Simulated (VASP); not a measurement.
A run of VASP 6.6.1:

File INCAR:

```
SYSTEM = Si63B
ALGO = Normal ; EDIFF = 1E-6
EDIFFG = -0.005 ; ENCUT = 450
GGA = PE ; IBRION = 2
ISIF = 2 ; ISMEAR = 0
LASPH = .TRUE. ; LCHARG = .FALSE.
LREAL = .FALSE. ; LWAVE = .FALSE.
NELECT = 256 ; NELM = 60
NSW = 60 ; PREC = Accurate
SIGMA = 0.02
```

The input KPOINTS:

```
k-points
0
G
  2 2 2
  0 0 0
```

File POSCAR:

```
Si63B
1.0
   10.8620000000      0.0000000000      0.0000000000
    0.0000000000     10.8620000000      0.0000000000
    0.0000000000      0.0000000000     10.8620000000
B Si
1 63
Direct
    0.0000000000      0.0000000000      0.0000000000
    0.0000000000      0.2500000000      0.2500000000
    0.2500000000      0.0000000000      0.2500000000
    0.2500000000      0.2500000000      0.0000000000
    0.1250000000      0.1250000000      0.1250000000
    0.1250000000      0.3750000000      0.3750000000
    0.3750000000      0.1250000000      0.3750000000
    0.3750000000      0.3750000000      0.1250000000
    0.0000000000      0.0000000000      0.5000000000
    0.0000000000      0.2500000000      0.7500000000
    0.2500000000      0.0000000000      0.7500000000
    0.2500000000      0.2500000000      0.5000000000
    0.1250000000      0.1250000000      0.6250000000
    0.1250000000      0.3750000000      0.8750000000
    0.3750000000      0.1250000000      0.8750000000
    0.3750000000      0.3750000000      0.6250000000
    0.0000000000      0.5000000000      0.0000000000
    0.0000000000      0.7500000000      0.2500000000
    0.2500000000      0.5000000000      0.2500000000
    0.2500000000      0.7500000000      0.0000000000
    0.1250000000      0.6250000000      0.1250000000
    0.1250000000      0.8750000000      0.3750000000
    0.3750000000      0.6250000000      0.3750000000
    0.3750000000      0.8750000000      0.1250000000
    0.0000000000      0.5000000000      0.5000000000
    0.0000000000      0.7500000000      0.7500000000
    0.2500000000      0.5000000000      0.7500000000
    0.2500000000      0.7500000000      0.5000000000
    0.1250000000      0.6250000000      0.6250000000
    0.1250000000      0.8750000000      0.8750000000
    0.3750000000      0.6250000000      0.8750000000
    0.3750000000      0.8750000000      0.6250000000
    0.5000000000      0.0000000000      0.0000000000
    0.5000000000      0.2500000000      0.2500000000
    0.7500000000      0.0000000000      0.2500000000
    0.7500000000      0.2500000000      0.0000000000
    0.6250000000      0.1250000000      0.1250000000
    0.6250000000      0.3750000000      0.3750000000
    0.8750000000      0.1250000000      0.3750000000
    0.8750000000      0.3750000000      0.1250000000
    0.5000000000      0.0000000000      0.5000000000
    0.5000000000      0.2500000000      0.7500000000
    0.7500000000      0.0000000000      0.7500000000
    0.7500000000      0.2500000000      0.5000000000
    0.6250000000      0.1250000000      0.6250000000
    0.6250000000      0.3750000000      0.8750000000
    0.8750000000      0.1250000000      0.8750000000
    0.8750000000      0.3750000000      0.6250000000
    0.5000000000      0.5000000000      0.0000000000
    0.5000000000      0.7500000000      0.2500000000
    0.7500000000      0.5000000000      0.2500000000
    0.7500000000      0.7500000000      0.0000000000
    0.6250000000      0.6250000000      0.1250000000
    0.6250000000      0.8750000000      0.3750000000
    0.8750000000      0.6250000000      0.3750000000
    0.8750000000      0.8750000000      0.1250000000
    0.5000000000      0.5000000000      0.5000000000
    0.5000000000      0.7500000000      0.7500000000
    0.7500000000      0.5000000000      0.7500000000
    0.7500000000      0.7500000000      0.5000000000
    0.6250000000      0.6250000000      0.6250000000
    0.6250000000      0.8750000000      0.8750000000
    0.8750000000      0.6250000000      0.8750000000
    0.8750000000      0.8750000000      0.6250000000
```

Potentials or basis: VASP PAW PBE potentials, release 64 (B, Si).

Launch:

```sh
$ cat potpaw_PBE.64/B/POTCAR potpaw_PBE.64/Si/POTCAR > POTCAR
$ mpirun -np 4 vasp_std > vasp.out
```

Hardware: 4 MPI ranks on AMD EPYC 9R45 96-Core Processor (Zen 5) (shared host).

**Question.** How long does it take, and how much memory?

**Answer.** It took 25 min on 4 MPI ranks on AMD EPYC 9R45 96-Core Processor (Zen 5), with other jobs on the host, peak memory 0.45 GiB a rank. Counts: scf iterations 89, k points 4, ion steps 14.
